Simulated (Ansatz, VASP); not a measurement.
# ZrTi2 (ZrTi2 in the C11b ordering): VASP beside Ansatz

One calculation is typed for both programs; each brings its own data sets. How far apart do they land? The cell is generated by rule, not measured, and may not be a known phase. The cell is taken from a series of runs on this material, whose earlier steps may have relaxed, scaled, displaced or heated it; both programs get it as it stands.

Method: plane waves, with VASP 6.6.1 beside it; relaxation of cell and atoms at PBEsol and zone-centre phonons at PBEsol, in Ansatz 0.2.0.

The structure was built from a prototype and need not be the compound's stable phase.

## Step 1: The starting structure

The structure is tetragonal, space group I4/mmm (No. 139). The conventional cell has a = 3.448 Å, b = 3.448 Å, c = 9.330 Å, α = 90.00°, β = 90.00°, γ = 90.00°. Nearest to Zr lie 10 Ti at 2.94 to 2.99 Å. Ti has 4 Ti at 2.72 Å and 5 Zr at 2.94 to 2.99 Å nearest. Farther neighbours are not listed.

Structure file:

```xyz
3
Lattice="3.4482 0.0000 0.0000 0.0000 3.4482 0.0000 1.7241 1.7241 4.6651" Properties=species:S:1:pos:R:3 pbc="T T T"
Zr    0.0000    0.0000    0.0000
Ti    3.4482    3.4482    2.9363
Ti    1.7241    1.7241    1.7287
```

## Step 2: VASP: relaxation of cell and atoms, PBEsol

The relaxed volume is the usual yardstick between codes: in a stiff, nearly cubic crystal its relative difference is about their pressure difference at one cell divided by the bulk modulus.

Lines of VASP's logs that name or quote its potential files are left out, and so is its time.

Contents of INCAR:

```
SYSTEM = ZrTi2
PREC = Accurate
ENCUT = 500
EDIFF = 1E-07
NELM = 120
ISMEAR = 1
SIGMA = 0.2
LREAL = .FALSE.
ALGO = Normal
GGA = PS
NBANDS = 24
LASPH = .TRUE.
LORBIT = 11
LWAVE = .FALSE.
LCHARG = .FALSE.
ISIF = 3
IBRION = 2
NSW = 80
EDIFFG = -0.005
GGA_COMPAT = .FALSE.
NELMIN = 4
KPAR = 2
```

Contents of POSCAR:

```
ZrTi2
1.0
    3.4481810000      0.0000000000      0.0000020000
    0.0000000000      3.4481810000      0.0000020000
    1.7240880000      1.7240880000      4.6650830000
Zr Ti
1 2
Direct
    0.0000000000      0.0000000000      0.0000000000
    0.6852859039      0.6852859039      0.6294281922
    0.3147140961      0.3147140961      0.3705718078
```

Contents of KPOINTS:

```
Automatic mesh
0
Gamma
8 8 8
0 0 0
```

The projector-augmented-wave data sets are Zr_sv and Ti_sv (PBE family, release 64).

Started as:

```
$ mpirun -np 2 vasp_std
```

Numbers of over 12 decimals in the logs are rounded to 6 here.

Log:

```text
[banner, memory and clock lines left out]
running    2 mpi-ranks, on    1 nodes
 distrk:  each k-point on    1 cores,    2 groups
 distr:  one band on    1 cores,    1 groups

 POSCAR found type information on POSCAR ZrTi
 POSCAR found :  2 types and       3 ions
|                                                                             |
|               ----> ADVICE to this user running VASP <----                  |
|                                                                             |
|     You enforced a specific xc type in the INCAR file but a different       |
|     [... a line on the potential file left out ...]
|     I HOPE YOU KNOW WHAT YOU ARE DOING!                                     |
|                                                                             |

 LDA part: xc-table for (Slater+PW92), standard interpolation
 POSCAR, INCAR and KPOINTS ok, starting setup
 FFT: planning ... GRIDC
 FFT: planning ... GRID_SOFT
 FFT: planning ... GRID
 WAVECAR not read
 entering main loop
       N       E                     dE             d eps       ncg     rms          rms(c)
DAV:   1     0.454540913210E+03    0.45454E+03   -0.18517E+04  2832   0.174E+03
DAV:   2     0.195244208003E+02   -0.43502E+03   -0.42770E+03  2968   0.518E+02
DAV:   3    -0.245101305989E+02   -0.44035E+02   -0.43072E+02  5336   0.144E+02
DAV:   4    -0.279467277903E+02   -0.34366E+01   -0.34081E+01  3880   0.350E+01
DAV:   5    -0.281278561090E+02   -0.18113E+00   -0.18109E+00  4424   0.711E+00    0.184E+01
DAV:   6    -0.263206603806E+02    0.18072E+01   -0.19134E+01  4064   0.316E+01    0.694E+00
DAV:   7    -0.257011682921E+02    0.61949E+00   -0.84673E+00  4456   0.139E+01    0.472E+00
DAV:   8    -0.255171050783E+02    0.18406E+00   -0.18119E+00  3968   0.796E+00    0.169E+00
DAV:   9    -0.255342660188E+02   -0.17161E-01   -0.27985E-01  4360   0.342E+00    0.614E-01
DAV:  10    -0.255298945194E+02    0.43715E-02   -0.81813E-02  4328   0.119E+00    0.258E-01
DAV:  11    -0.255294995497E+02    0.39497E-03   -0.80032E-03  4400   0.522E-01    0.688E-02
DAV:  12    -0.255294044477E+02    0.95102E-04   -0.24794E-04  4304   0.136E-01    0.336E-02
DAV:  13    -0.255293954608E+02    0.89869E-05   -0.95582E-05  3808   0.681E-02    0.134E-02
DAV:  14    -0.255293956625E+02   -0.20170E-06   -0.95878E-06  3928   0.241E-02    0.509E-03
DAV:  15    -0.255293958794E+02   -0.21689E-06   -0.15074E-06  3576   0.886E-03    0.345E-03
DAV:  16    -0.255293957889E+02    0.90404E-07   -0.95189E-07  3680   0.474E-03
   1 F= -.25529396E+02 E0= -.25529983E+02  d E =-.255294E+02
[... from here on, the cycles between the ionic steps are left out ...]
   2 F= -.25529700E+02 E0= -.25530327E+02  d E =-.304083E-03
   3 F= -.25529700E+02 E0= -.25530326E+02  d E =-.304486E-03
   4 F= -.25529907E+02 E0= -.25530560E+02  d E =-.207097E-03
   5 F= -.25529938E+02 E0= -.25530613E+02  d E =-.238111E-03
   6 F= -.25529939E+02 E0= -.25530611E+02  d E =-.239059E-03
   7 F= -.25529997E+02 E0= -.25530700E+02  d E =-.579033E-04
   8 F= -.25530067E+02 E0= -.25530857E+02  d E =-.127672E-03
 curvature:  -2.46 expect dE=-0.156E-03 dE for cont linesearch -0.762E-07
 trial: gam= 1.08673 g(F)=  0.463E-05 g(S)=  0.586E-04 ort =-0.146E-05 (trialstep = 0.848E+00)
 search vector abs. value=  0.141E-03
 bond charge predicted
       N       E                     dE             d eps       ncg     rms          rms(c)
DAV:   1    -0.255304473179E+02   -0.38026E-03   -0.28086E-02  3512   0.248E+00    0.202E-01
DAV:   2    -0.255302390391E+02    0.20828E-03   -0.51259E-03  3336   0.628E-01    0.897E-02
DAV:   3    -0.255301365356E+02    0.10250E-03   -0.15520E-03  4512   0.194E-01    0.655E-02
DAV:   4    -0.255300644896E+02    0.72046E-04   -0.57404E-04  4504   0.154E-01    0.300E-02
DAV:   5    -0.255300743086E+02   -0.98190E-05   -0.63931E-05  3888   0.556E-02    0.135E-02
DAV:   6    -0.255300818239E+02   -0.75152E-05   -0.11340E-05  4656   0.175E-02    0.925E-03
DAV:   7    -0.255300858185E+02   -0.39946E-05   -0.70399E-06  4136   0.134E-02    0.112E-03
DAV:   8    -0.255300860293E+02   -0.21088E-06   -0.50932E-07  3952   0.429E-03    0.103E-03
DAV:   9    -0.255300861725E+02   -0.14317E-06   -0.91738E-08  1992   0.252E-03    0.713E-04
DAV:  10    -0.255300861238E+02    0.48723E-07   -0.12173E-08  1608   0.105E-03
   9 F= -.25530086E+02 E0= -.25530915E+02  d E =-.191177E-04
 trial-energy change:   -0.000019  1 .order   -0.000020   -0.000052    0.000013
 step:   0.6718(harm=  0.6771)  dis= 0.00078  next Energy=   -25.530088 (dE=-0.205E-04)
 reached required accuracy - stopping structural energy minimisation
```

From OUTCAR (step 2):

```text
ion  position               nearest neighbor table
   1  0.000  0.000  0.000-   2 2.94   3 2.94   2 2.99   3 2.99   2 2.99   3 2.99   3 2.99   2 2.99
                             2 2.99   3 2.99
   2  0.685  0.685  0.629-   3 2.72   3 2.72   3 2.72   3 2.72   1 2.94   1 2.99   1 2.99   1 2.99
                             1 2.99
   3  0.315  0.315  0.371-   2 2.72   2 2.72   2 2.72   2 2.72   1 2.94   1 2.99   1 2.99   1 2.99
                             1 2.99

  LATTYP: Found a body centered tetragonal cell.
 ALAT       =     3.4481810000
 C/A-ratio  =     2.7058214171

 Subroutine GETGRP returns: Found 16 space group operations
 (whereof 16 operations were pure point group operations)

The static configuration has the point symmetry D_4h.

 Found     59 irreducible k-points:

   k-points           NKPTS =     59   k-points in BZ     NKDIM =     59   number of bands    NBANDS=     24

   dimension x,y,z NGX =    28 NGY =   28 NGZ =   40
   dimension x,y,z NGXF=    56 NGYF=   56 NGZF=   80

   ENCUT  =  500.0 eV  36.75 Ry    6.06 a.u.   6.29  6.29  9.60*2*pi/ulx,y,z

   NELECT =      36.0000    total number of electrons

 k-points in reciprocal lattice and weights: Automatic mesh
   0.00000000  0.00000000  0.00000000       0.002
   0.12500000 -0.00000000 -0.00000000       0.016
   0.25000000 -0.00000000 -0.00000000       0.016
   0.37500000  0.00000000 -0.00000000       0.016
   0.50000000 -0.00000000 -0.00000000       0.008
   0.12500000  0.12500000 -0.00000000       0.016
   0.25000000  0.12500000 -0.00000000       0.031
   0.37500000  0.12500000 -0.00000000       0.031
   0.50000000  0.12500000 -0.00000000       0.031
[...]
-0.12500000 -0.12500000  0.37500000       0.008
   0.00000000  0.00000000  0.50000000       0.002

 average (electrostatic) potential at core
       1 -74.1222       2 -71.3509       3 -71.3509

 E-fermi :   8.7684

 k-point     1 :       0.0000    0.0000    0.0000
  band No.  band energies     occupation
    ...
     13       2.9002      2.00000
     14       6.9402      2.00000
     15       7.1642      2.00000
     16       7.6373      2.00000
     17       7.9918      2.00000
     18       9.0172     -0.07080
     19      10.2164     -0.00000
     20      10.2164     -0.00000
     21      10.2240     -0.00000
     22      10.2240     -0.00000
    ...

 k-point     2 :       0.1250   -0.0000   -0.0000
  band No.  band energies     occupation
    ...
     13       3.1969      2.00000
     14       7.0066      2.00000
     15       7.0754      2.00000
     16       7.7525      2.00000
     17       8.0139      2.00000
     18       8.9685     -0.05042
     19       9.7811     -0.00000
     20      10.0783     -0.00000
     21      10.1350     -0.00000
     22      10.3183     -0.00000
    ...

 k-point     3 :       0.2500   -0.0000   -0.0000
  band No.  band energies     occupation
    ...
     14       6.7150      2.00000
     15       6.9675      2.00000
     16       7.8490      2.00000
     17       8.6187      1.95117
     18       8.6538      1.81467
     19       9.1922     -0.01068
     20       9.6920     -0.00000
     21       9.8770     -0.00000
     22      10.3940     -0.00000
     23      10.8091     -0.00000
    ...

  Total        0.0143822      0.0143822     -0.0005933     -0.0000000      0.0000000      0.0000000
  in kB        0.4159366      0.4159366     -0.0171593     -0.0000000      0.0000003      0.0000003
  external PRESSURE =       0.2715713 kB  Pullay stress =       0.0000000 kB

  energy-cutoff  :      500.00
  volume of cell :       55.40
      direct lattice vectors                 reciprocal lattice vectors
     3.443994782 -0.000000000  0.000001998     0.290360549  0.000000062 -0.107049938
    -0.000000000  3.443994782  0.000001998     0.000000062  0.290360549 -0.107049938
     1.721994888  1.721994888  4.670712551    -0.000000124 -0.000000124  0.214100186

 POSITION                                       TOTAL-FORCE (eV/Angst)
 -----------------------------------------------------------------------------------
      3.44399     -0.00000      0.00000         0.000000      0.000000      0.000000
      3.44399      3.44399      2.92803         0.000000      0.000000     -0.003224
      1.72200      1.72200      1.74269        -0.000000     -0.000000      0.003224
 -----------------------------------------------------------------------------------
    total drift:                               -0.000000     -0.000000     -0.000000

  FREE ENERGIE OF THE ION-ELECTRON SYSTEM (eV)
  ---------------------------------------------------
  free  energy   TOTEN  =       -25.5300861238 eV

  energy  without entropy=      -25.5325736538  energy(sigma->0) =      -25.53091530

 reached required accuracy - stopping structural energy minimisation

 total charge
# of ion       s       p       d       tot
------------------------------------------
    1        2.240   5.956   1.706   9.902
    2        2.256   6.114   1.969  10.338
    3        2.256   6.114   1.969  10.338
--------------------------------------------------
tot          6.751  18.184   5.644  30.578

[... 3 further parts left out ...]
```

## Step 3: Ansatz: relaxation of cell and atoms, PBEsol

Ansatz runs on its default PAW (the set named soft_2) files.

The same cell, functional, mesh and smearing now go to Ansatz, which takes its cutoff from its data sets.

Contents of input.yaml:

```yaml
crystal:
  lattice:
    - [3.4481809166, 0.0, 1.6942e-06]
    - [0.0, 3.4481809166, 1.6942e-06]
    - [1.7240881662, 1.7240881662, 4.6650825234]
  atoms:
    - { symbol: Zr, position: [0.0, 0.0, 0.0] }
    - { symbol: Ti, position: [0.685285845, 0.685285845, 0.62942831] }
    - { symbol: Ti, position: [0.314714155, 0.314714155, 0.37057169] }
kpoints:
  mp_grid: { grid: [8, 8, 8] }
hamiltonian:
  xc: pbesol
scf:
  occupations: { method: methfessel_paxton, width: 0.2 }
output:
  forces: true
  stress: true
  eigenvalues: true
  write_density: true
  write_potential: true
  elf: true
  volumetric_format: npy
relax:
  adjacent_minimum: "off"
  f_tol: 0.001
  max_steps: 60
  cell: { stress_tol: 0.01 }
```

Started as:

```
$ ansatz run input.yaml --threads 4 --pin off --max-ram 8192MiB --backend cpu --events-out ev --progress --plain --runs-dir out
```

Log:

```text
Engine: ansatz 0.2.0, x86_64-unknown-linux-gnu
Pseudopotentials: kind: paw
Pseudopotential: Zr, paw, valence charge 12, recommended cutoff 420 eV (normal), Zr.paw.azcp
Pseudopotential: Ti, paw, valence charge 12, recommended cutoff 420 eV (normal), Ti.paw.azcp
Functional definition: PBEsol
  exchange = pbesol_x
  correlation = pbesol_c
Crystal: 3 atoms, lattice volume = 55.468 Å³
Basis set: ecut = 420 eV, 1071 PW (Γ), exchange–correlation on 48×48×72 points (8 copies of the dense FFT grid, shifted against one another)
Bands: 22, of which v1, the nominal top of the filled ones, is band 18 counted from 1 (17 counted from 0)
Symmetry: 16 space group operations
Space group: I4/mmm (ITA 139), of the structure as read, at distance tolerance 3.8e-5 Å
k-points: 59 of 512
Non-local potential: Zr, projectors of the file, l = 0: 3, l = 1: 2, l = 2: 2, l = 3: 2
Non-local potential: Ti, projectors of the file, l = 0: 3, l = 1: 2, l = 2: 3, l = 3: 1
PAW form: soft (Blöchl's): semilocal exchange-correlation on the pseudo side does not see the compensation charge
PAW frozen core: Zr, regenerated for the run's functional, and the local potential with it (the file was generated under x = pbe(κ = 0.804, μ = 0.219515), c = pbe(β = 0.066725))
PAW frozen core: Ti, regenerated for the run's functional, and the local potential with it (the file was generated under x = pbe(κ = 0.804, μ = 0.219515), c = pbe(β = 0.066725))
PAW one-centre angular grid: Zr, 590 points (default); XC on 64 Gauss nodes
PAW one-centre angular grid: Ti, 590 points (default); XC on 64 Gauss nodes
Initial density: superposition of atomic densities (neutral atoms: chi_scale 0, normalization atom), corrected by the library's trained network
Initial wavefunctions: pseudopotential atomic-orbital guess
Functional: x = pbesol(κ = 0.804, μ = 0.123457), c = pbesol(β = 0.046)
SCF iter   1: F=—  HF=-9076.212936 eV  |F-HF|=—  |Δ(HF+E_count)|=         —  Δρ=7.77e-3  dr2=8.26e-2  ethr=1.77e-3  ⟨swp⟩=3.8  Hψ=4325  notcnv=0
preconditioner: auto → Kerker (q_TF=auto, 2.539 Å⁻¹)  [metal: Δε(μ)=0.014 eV  Ē_g=2.543 eV  σ=0.200 eV  W_gap=0.06  n_scr=10 (ndim 8)  ℏωp=17.3 eV  f_vac=0.000  D(μ)=4.53/eV (n_scr^D=52)]
SCF iter   2: F=—  HF=-9076.202121 eV  |F-HF|=—  |Δ(HF+E_count)|=   1.08e-2  S|Δr|=    0.00e0  Δρ=3.92e-3  dr2=2.02e-2  ethr=2.29e-4  ⟨swp⟩=1.0  Hψ=1770  notcnv=0
SCF iter   3: F=—  HF=-9076.198479 eV  |F-HF|=—  |Δ(HF+E_count)|=   3.64e-3  S|Δr|=    0.00e0  Δρ=5.88e-4  dr2=2.35e-4  ethr=5.61e-5  ⟨swp⟩=2.0  Hψ=1577  notcnv=0
SCF iter   4: F=—  HF=-9076.198443 eV  |F-HF|=—  |Δ(HF+E_count)|=   3.62e-5  S|Δr|=    0.00e0  Δρ=1.45e-4  dr2=1.26e-5  ethr=6.53e-7  ⟨swp⟩=2.1  Hψ=1669  notcnv=0
SCF iter   5: F=—  HF=-9076.198466 eV  |F-HF|=—  |Δ(HF+E_count)|=   2.38e-5  S|Δr|=    0.00e0  Δρ=3.89e-5  dr2=8.83e-7  ethr=3.51e-8  ⟨swp⟩=2.1  Hψ=2121  notcnv=0
SCF iter   6: F=-9076.198466 eV  HF=-9076.198466 eV  |F-HF|=4.42e-8  |Δ(HF+E_count)|=   9.48e-8  S|Δr|=    0.00e0  Δρ=8.25e-6  dr2=6.29e-8  ethr=2.78e-10  ⟨swp⟩=8.2  Hψ=8656  notcnv=0
SCF 1 converged in 6 iterations: F = -9076.198466 eV  dr2 = 6.29e-8
  greatest PAW one-centre occupation: 0.999 electrons in one spin orbital (limit 2), on the Ti atom at site 2 (counted from 0), in its partial waves of l = 0
relax step   1: F+E_penalty+E_count = -9076.19846628 eV  Δ(F+E_penalty+E_count) = +0.000e0 eV  max|allowed force component| = 4.784e-2 eV/Å  Δτ_max = 0.0000 Å  P = -0.075 GPa  Ω = 55.468 Å³  (6 SCF iters, dr2 threshold 1.00e-7 eV, accepted)
[...]
relax step   3: F+E_penalty+E_count = -9076.19891031 eV  Δ(F+E_penalty+E_count) = -3.855e-5 eV  max|allowed force component| = 1.402e-3 eV/Å  Δτ_max = 0.0020 Å  P = +0.152 GPa  Ω = 55.392 Å³  energy of the carried Pulay correction = +6.316e-6 eV  (5 SCF iters, dr2 threshold 4.53e-8 eV, accepted)
[...]
relax step   4: F+E_penalty+E_count = -9076.19894340 eV  Δ(F+E_penalty+E_count) = -3.308e-5 eV  max|allowed force component| = 8.052e-4 eV/Å  Δτ_max = 0.0001 Å  P = +0.030 GPa  Ω = 55.456 Å³  energy of the carried Pulay correction = +9.443e-7 eV  (3 SCF iters, dr2 threshold 8.09e-8 eV, accepted)
[...]
relax step   5: F+E_penalty+E_count = -9076.19894759 eV  Δ(F+E_penalty+E_count) = -4.198e-6 eV  max|allowed force component| = 4.561e-4 eV/Å  Δτ_max = 0.0006 Å  P = -0.002 GPa  Ω = 55.477 Å³  energy of the carried Pulay correction = -7.723e-7 eV  (5 SCF iters, dr2 threshold 7.39e-9 eV, accepted)
[...]
relax step   6: F+E_penalty+E_count = -9076.19894695 eV  Δ(F+E_penalty+E_count) = +6.386e-7 eV  max|allowed force component| = 4.537e-4 eV/Å  Δτ_max = 0.0000 Å  P = -0.002 GPa  Ω = 55.477 Å³  stress off target by 7.73e-3 GPa  SCF on the basis re-selected at this cell (its energy is not comparable with the rows above)  (5 SCF iters)
basis re-selected at this cell: Δ(F+E_penalty+E_count) = +6.386e-7 eV, ΔP = +0.000 GPa vs the last step (what re-selecting the basis moved, of the pressure what is left beyond the Pulay correction that the steps carried, after the strain that the cell walked since its last selection, with what the two solves' SCF thresholds leave and, on support functions, any second-order correction that the steps lacked; it is no m [...]
SCF converged after 5 iterations
Stability not checked: this state was not tested for a lower state beside it, because cold or Methfessel-Paxton smearing, or corrected tetrahedra, fill the levels in a way that the test cannot read (fill_not_monotonic; see scf.lower_state_search)
Free energy (F): -9076.198947 eV
Harris-Foulkes:  -9076.198947 eV  (|F-HF|=7.28e-12)
Internal energy: -9076.201211 eV  (E = F + TS)
E sigma→0 (E₀):  -9076.199513 eV
Entropy (-TS):   0.002264 eV (0.755 meV/atom)
Fermi energy:    14.017290 eV
--- Per-component energies (eV) ---
  E_band       = -382.701207
  E_kinetic    = 881.352261
  E_local      = -2261.442357  (includes V_loc(G=0)·N_el)
  E_nonlocal   = 102.392854
  E_hartree    = 876.863088
  E_xc         = -354.570050
  E_vxc        = -434.321504  (∫ρ·V_xc dr)
  E_paw        = -4946.207009  (= ΣΔE_a)
  E_vpaw       = -424.408898  (= ΣTr[D̂ρ^β])
  E_aug_tail   = 0.000254  (compensation charges beyond the density's cutoff)
  E_ewald      = -3375.034740
  E_core_change = 0.444489  (= ΣΔE_core)
  E_smearing   = 0.002264  (= −TS)
  E_closure    = 0.000000  (closes the sum)
  Σ components = -9076.198947   (vs F -9076.198947, Δ=0.00e0)
--- Forces (eV/Å), atoms counted from 1 ---
  atom   1  Zr     0.00000000     0.00000000     0.00000000
  atom   2  Ti     0.00000000     0.00000000    -0.00045372
  atom   3  Ti    -0.00000000    -0.00000000     0.00045372
  max |Σ_I F_I| component: 1.63e-19 eV/Å
--- Stress (GPa, compression-positive) ---
       -0.006169       0.000000      -0.000000
        0.000000      -0.006169      -0.000000
       -0.000000      -0.000000       0.007730
  P = ⅓ Tr σ = -0.0015 GPa (-0.015 kbar)
--- Band table (eV; the first three rows and the last of 59) ---
  k-point 0: bands = [... 14 lower, 12.4175, 12.8851, 13.2433, 14.2630, 15.4646, 15.4646, 15.4762, 15.4762]
  k-point 1: bands = [... 14 lower, 12.0753, 13.0236, 13.3444, 14.3037, 15.1011, 15.1011, 15.4352, 15.4352]
  k-point 2: bands = [... 14 lower, 11.7039, 12.4942, 14.0524, 14.4131, 14.7163, 14.7163, 15.3354, 15.3354]
  k-point 58: bands = [... 14 lower, 12.7059, 12.7059, 13.8141, 14.1935, 14.1935, 14.5769, 14.5769, 15.9841]
--- Relaxed structure (5 steps of the walk, 5 accepted, 1 SCFs on fresh bases) ---
  F+E_penalty+E_count = -9076.19894695 eV   max|allowed force component| = 4.537e-4 eV/Å   (the final SCF, on the basis selected at the relaxed cell)
  cell:  # Å, volume = 55.4769 Å³
    - [3.447589, -4.1613532087906364e-13, 1.693908773185094e-6]
    - [-4.161353208791117e-13, 3.447589, 1.6939087731851916e-6]
    - [1.723792, 1.723792, 4.667464]
  atoms:
    - { symbol: Zr, position: [0, 0, 0] }
    - { symbol: Ti, position: [0.686369, 0.686369, 0.627262] }
    - { symbol: Ti, position: [0.313631, 0.313631, 0.372738] }
```

## Step 4: Comparison

Known differences besides the potentials themselves: the cutoff is 420 eV in Ansatz and 500 eV in VASP; Ansatz makes its cores anew for this functional, VASP keeps those of its PBE data sets; Ansatz adds a Pulay correction to the stress that steers its cell, VASP none. Total energies have different zeros and are not compared.

The two programs side by side:

| quantity | Ansatz | VASP | difference |
| --- | --- | --- | --- |
| volume (Å³) | 55.48 | 55.40 | +0.14 % |
| edge a after relaxation, in the typed setting (Å) | 3.448 | 3.444 | +0.10 % |
| edge c after relaxation, in the typed setting (Å) | 5.266 | 5.268 | -0.03 % |

(Part 1 of 2 ends here.)

[Lines on the potential files, build, host, timing and source positions are cut from VASP's logs without a mark.]

[Logs are printed without paths, hosts, clocks, repeated set-up lines and the standing remarks that a program may print on its own settings, such as how far it seeks lower states.]

[Hosts, paths, dates, database ids (printed as entryN), source tags and the programs' standing remarks are cut or masked in the printed files.]
